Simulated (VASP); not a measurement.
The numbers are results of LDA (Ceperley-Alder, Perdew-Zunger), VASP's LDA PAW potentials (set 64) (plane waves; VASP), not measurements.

VASP input:

POSCAR:
```
SnTe
1
    0.0000000000     3.1370720000     3.1370720000
    3.1370720000     0.0000000000     3.1370720000
    3.1370720000     3.1370720000     0.0000000000
Sn Te
1 1
Direct
  0.0000000000   0.0000000000   0.0000000000
  0.5000000000   0.5000000000   0.5000000000
```

File KPOINTS:
```
Automatic mesh
0
Gamma
1 1 1
0 0 0
```

INCAR:
```
! general
SYSTEM   =  SnTe
PREC     =  Accurate
ENCUT    =  180
LREAL    =  .FALSE.
LASPH    =  .TRUE.

! electronic loop
EDIFF    =  1E-6
NELM     =  100
ALGO     =  Normal
LMAXMIX  =  4

! smearing
ISMEAR   =  0
SIGMA    =  0.2

! ions
ISIF     =  2

! output
LWAVE    =  .FALSE.
LCHARG   =  .FALSE.
```

POTCAR, in this order: Sn_d Te (LDA.64 set). Program: vasp_std.

Output

**OSZICAR**
```
       N       E                     dE             d eps       ncg     rms          rms(c)
DAV:   1     0.806232480247E+02    0.80623E+02   -0.66017E+03    28   0.735E+02
DAV:   2     0.347599556019E+00   -0.80276E+02   -0.79720E+02    34   0.191E+02
DAV:   3    -0.205057450527E+01   -0.23982E+01   -0.23968E+01    40   0.387E+01
DAV:   4    -0.206666985036E+01   -0.16095E-01   -0.16095E-01    34   0.333E+00
DAV:   5    -0.206699850033E+01   -0.32865E-03   -0.32865E-03    40   0.398E-01    0.167E+01
DAV:   6    -0.130203682419E+01    0.76496E+00   -0.22700E+00    28   0.758E+00    0.124E+01
DAV:   7    -0.122409901682E+01    0.77938E-01   -0.31463E-01    28   0.225E+00    0.339E+00
DAV:   8    -0.121858490619E+01    0.55141E-02   -0.15919E-02    28   0.669E-01    0.188E+00
DAV:   9    -0.121665944711E+01    0.19255E-02   -0.12470E-02    28   0.670E-01    0.446E-01
DAV:  10    -0.121673046280E+01   -0.71016E-04   -0.66921E-05    28   0.587E-02    0.210E-01
DAV:  11    -0.121686638319E+01   -0.13592E-03   -0.80331E-05    28   0.632E-02    0.116E-01
DAV:  12    -0.121686620896E+01    0.17423E-06   -0.27915E-06    32   0.139E-02
   1 F= -.12168662E+01 E0= -.12168662E+01  d E =-.335925E-11
```

**OUTCAR**
```
------------------------ aborting loop because EDIFF is reached ----------------------------------------
  FORCE on cell =-STRESS in cart. coord.  units (eV):
  Direction    XX          YY          ZZ          XY          YZ          ZX
  --------------------------------------------------------------------------------------
  Total        3.6313851      3.6313851      3.6313851      0.0000000      0.0000000     -0.0000000
  in kB       94.2278835     94.2278835     94.2278835      0.0000000      0.0000000     -0.0000000
  external PRESSURE =      94.2278835 kB  Pullay stress =       0.0000000 kB
  volume of cell :       61.75
      direct lattice vectors                 reciprocal lattice vectors
     0.000000000  3.137072000  3.137072000    -0.159384292  0.159384292  0.159384292
     3.137072000  0.000000000  3.137072000     0.159384292 -0.159384292  0.159384292
     3.137072000  3.137072000  0.000000000     0.159384292  0.159384292 -0.159384292
 POSITION                                       TOTAL-FORCE (eV/Angst)
 -----------------------------------------------------------------------------------
      0.00000      0.00000      0.00000         0.000000      0.000000      0.000000
      3.13707      3.13707      3.13707        -0.000000     -0.000000     -0.000000
 -----------------------------------------------------------------------------------
    total drift:                                0.000000     -0.000000     -0.000000
  FREE ENERGIE OF THE ION-ELECTRON SYSTEM (eV)
  ---------------------------------------------------
  free  energy   TOTEN  =        -1.2168662090 eV

  energy  without entropy=       -1.2168662090  energy(sigma->0) =       -1.21686621
```
(Selected blocks of OUTCAR.)

**OUTCAR**
```
 val. band max:        5.4659245124   @ k =   0.0000   0.0000   0.0000

 cond. band min:      10.5812346849   @ k =   0.0000   0.0000   0.0000


 Fermi energy:         6.4726243135

 k-point     1 :       0.0000    0.0000    0.0000
  band No.  band energies     occupation
      1     -14.6889      2.00000
      2     -14.6889      2.00000
      3     -14.6889      2.00000
      4     -14.6730      2.00000
      5     -14.6730      2.00000
      6      -5.2279      2.00000
      7       2.8317      2.00000
      8       5.4659      2.00000
      9       5.4659      2.00000
     10       5.4659      2.00000
     11      10.5812      0.00000
     12      10.5812      0.00000
     13      10.5812      0.00000
     14      11.9200      0.00000
```

At this cut-off the stress carries a Pulay error, which pulls relaxed volumes low. Unless said otherwise, spin-orbit coupling is left out, though it shifts the bands of the heavy elements here.

The structure comes from a computed database's SnTe entry; how it stands against other phases isn't given here. The cell was not relaxed at this level. The k-mesh is coarse (spacing up to 1.73 per Å, 2π included), so the numbers may not be converged in it. The run is one of a series of settings (ENCUT = 180, GGA removed, KPOINTS 1×1×1 Γ-centred mesh, POTCAR Sn_d Te (LDA.64 set) against the base run), some of them coarse on purpose.
